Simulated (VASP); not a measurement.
**Hg3ZnSe4 (ordered alloy cell): computed properties**

Level of theory: PBEsol GGA, VASP's PBE PAW potentials (set 64) (plane waves; VASP).

```yaml
space_group: Amm2 (38)
cell: a = 4.245 Å, b = 8.514 Å, c = 12.058 Å, α = β = γ = 90.00°
volume_per_atom: 27.24 Å³/atom
band gap (over mesh and band path): none (metal, semimetal or under 0.01 eV)
density: 7.49 g/cm³
```

Hg$_{3}$ZnSe$_{4}$ is taken in the orthorhombic space group Amm2 (No. 38), Pearson symbol oS16. Lattice parameters: a = 4.2452 Å, b = 8.5138 Å, c = 12.0580 Å, α = β = γ = 90.00°. Zn on 2a is coordinated by 4 Se at 2.472–2.512 Å (tetrahedral). Se1 on 2b is surrounded by 2 Zn at 2.512 Å and 2 Hg at 2.670 Å (tetrahedral). Se2 on 4d sees 1 Zn at 2.472 Å and 3 Hg at 2.641–2.658 Å (tetrahedral). Se3 on 2b is surrounded by 4 Hg at 2.623–2.636 Å (tetrahedral). Hg1 on 4e is coordinated by 4 Se at 2.636–2.670 Å (tetrahedral). Hg2 on 2a is surrounded by 4 Se at 2.623–2.641 Å (tetrahedral). (Neighbours: up to the widest gap in distance over summed covalent radii, below 1.35, at either atom; cation-cation and far metal-metal contacts left out.)
(The calculation used a cell of 8 atoms; values per cell refer to that cell.)

Unless said otherwise, spin-orbit coupling is left out, though it shifts the bands of the heavy elements here.

The structure was generated: Hg3ZnSe4 was put into an ordered model structure (Amm2), which need not be its known phase. It was relaxed first. Symmetry was kept, so distortions that lower it aren't found.
